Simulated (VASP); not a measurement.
Calculation: PBE GGA, VASP's PBE PAW potentials (set 64) (plane waves; VASP).

The input files of a VASP run:

**INCAR**
```
SYSTEM = SnO
PREC = Accurate
ENCUT = 520
EDIFF = 1E-6
NELM = 100
ALGO = Normal
LREAL = .FALSE.
LASPH = .TRUE.
ISMEAR = 1
SIGMA = 0.1
GGA = PE
LMAXMIX = 4
LWAVE = .FALSE.
LCHARG = .FALSE.
IBRION = 2
ISIF = 3
NSW = 60
EDIFFG = -0.01
```

### KPOINTS
```
kpoints
0
gamma
  10 10 10
0 0 0
```

File POSCAR:
```
SnO
1
   -0.0000000000     2.7387857422     2.7387857422
    2.7387857422     0.0000000000     2.7387857422
    2.7387857422     2.7387857422     0.0000000000
Sn O
1 1
Direct
  0.0000000000   0.0000000000   0.0000000000
  0.2500000000   0.2500000000   0.2500000000
```

POTCAR, in this order: Sn_d O (PBE.64 set). Program: vasp_std.

The resulting files:

OUTCAR:
```
 ion  position               nearest neighbor table
   1  0.000  0.000  0.000-   2 2.37   2 2.37   2 2.37   2 2.37
   2  0.250  0.250  0.250-   1 2.37   1 2.37   1 2.37   1 2.37
  LATTYP: Found a face centered cubic cell.
 ALAT       =     5.4775714844
 Subroutine PRICEL returns:
 Original cell was already a primitive cell.
 Subroutine GETGRP returns: Found 24 space group operations
The static configuration has the point symmetry T_d .
The dynamic configuration has the point symmetry T_d .
 Subroutine INISYM returns: Found 24 space group operations
 Subroutine IBZKPT returns following result:
 Found     47 irreducible k-points:

 Following reciprocal coordinates:
            Coordinates               Weight
  0.000000  0.000000  0.000000      1.000000
  0.100000  0.000000  0.000000      8.000000
  0.200000  0.000000  0.000000      8.000000
  0.300000  0.000000  0.000000      8.000000
  0.400000  0.000000  0.000000      8.000000
  0.500000  0.000000  0.000000      4.000000
  0.100000  0.100000  0.000000      6.000000
  0.200000  0.100000  0.000000     24.000000
  0.300000  0.100000  0.000000     24.000000
  0.400000  0.100000  0.000000     24.000000
  0.500000  0.100000  0.000000     24.000000
 -0.400000  0.100000  0.000000     24.000000
 -0.300000  0.100000  0.000000     24.000000
 -0.200000  0.100000  0.000000     24.000000
 -0.100000  0.100000  0.000000     12.000000
  0.200000  0.200000  0.000000      6.000000
  0.300000  0.200000  0.000000     24.000000
  0.400000  0.200000  0.000000     24.000000
  0.500000  0.200000  0.000000     24.000000
 -0.400000  0.200000  0.000000     24.000000
 -0.300000  0.200000  0.000000     24.000000
 -0.200000  0.200000  0.000000     12.000000
  0.300000  0.300000  0.000000      6.000000
  0.400000  0.300000  0.000000     24.000000
...
```

File OSZICAR:
```
       N       E                     dE             d eps       ncg     rms          rms(c)
DAV:   1     0.155661342147E+03    0.15566E+03   -0.10689E+04  1346   0.196E+03
DAV:   2     0.364974954894E+01   -0.15201E+03   -0.14719E+03  1472   0.442E+02
DAV:   3    -0.122988480178E+02   -0.15949E+02   -0.15788E+02  1550   0.127E+02
DAV:   4    -0.126719540254E+02   -0.37311E+00   -0.37298E+00  1448   0.229E+01
DAV:   5    -0.126840093389E+02   -0.12055E-01   -0.12055E-01  1820   0.383E+00    0.873E+00
DAV:   6    -0.107647811159E+02    0.19192E+01   -0.15481E+01  1888   0.529E+01    0.542E+00
DAV:   7    -0.104861177668E+02    0.27866E+00   -0.29503E+00  1434   0.106E+01    0.141E+00
DAV:   8    -0.104613398604E+02    0.24778E-01   -0.12773E-01  1346   0.323E+00    0.603E-01
DAV:   9    -0.104564282243E+02    0.49116E-02   -0.21827E-02  1806   0.144E+00    0.182E-01
DAV:  10    -0.104570941906E+02   -0.66597E-03   -0.11773E-02  1766   0.819E-01    0.186E-01
DAV:  11    -0.104564831366E+02    0.61105E-03   -0.39743E-03  1712   0.428E-01    0.146E-02
DAV:  12    -0.104564979412E+02   -0.14805E-04   -0.16737E-04  1358   0.101E-01    0.118E-02
DAV:  13    -0.104564991021E+02   -0.11608E-05   -0.94813E-06  1442   0.355E-02    0.366E-03
DAV:  14    -0.104564986116E+02    0.49047E-06   -0.19518E-06   898   0.130E-02
   1 F= -.10456499E+02 E0= -.10456539E+02  d E =-.104565E+02
```

File OUTCAR:
```
------------------------ aborting loop because EDIFF is reached ----------------------------------------
  FORCE on cell =-STRESS in cart. coord.  units (eV):
  Direction    XX          YY          ZZ          XY          YZ          ZX
  --------------------------------------------------------------------------------------
  Total        0.0043039      0.0043039      0.0043039     -0.0000000      0.0000000      0.0000000
  in kB        0.1678304      0.1678304      0.1678304     -0.0000000      0.0000000      0.0000000
  external PRESSURE =       0.1678304 kB  Pullay stress =       0.0000000 kB
  volume of cell :       41.09
      direct lattice vectors                 reciprocal lattice vectors
     0.000000000  2.738785742  2.738785742    -0.182562656  0.182562656  0.182562656
     2.738785742  0.000000000  2.738785742     0.182562656 -0.182562656  0.182562656
     2.738785742  2.738785742  0.000000000     0.182562656  0.182562656 -0.182562656
 POSITION                                       TOTAL-FORCE (eV/Angst)
 -----------------------------------------------------------------------------------
      0.00000      0.00000      0.00000        -0.000000     -0.000000     -0.000000
      1.36939      1.36939      1.36939         0.000000      0.000000      0.000000
 -----------------------------------------------------------------------------------
    total drift:                               -0.000000     -0.000000     -0.000000
  FREE ENERGIE OF THE ION-ELECTRON SYSTEM (eV)
  ---------------------------------------------------
  free  energy   TOTEN  =       -10.4564986116 eV

  energy  without entropy=      -10.4566183892  energy(sigma->0) =      -10.45653854

 reached required accuracy - stopping structural energy minimisation
```
(Selected blocks of OUTCAR.)

The structure was generated: SnO was put into the zinc blende type (F-43m), which need not be its known phase. It was relaxed first, which changed the volume by +55 %. The start is the result of an earlier pass.
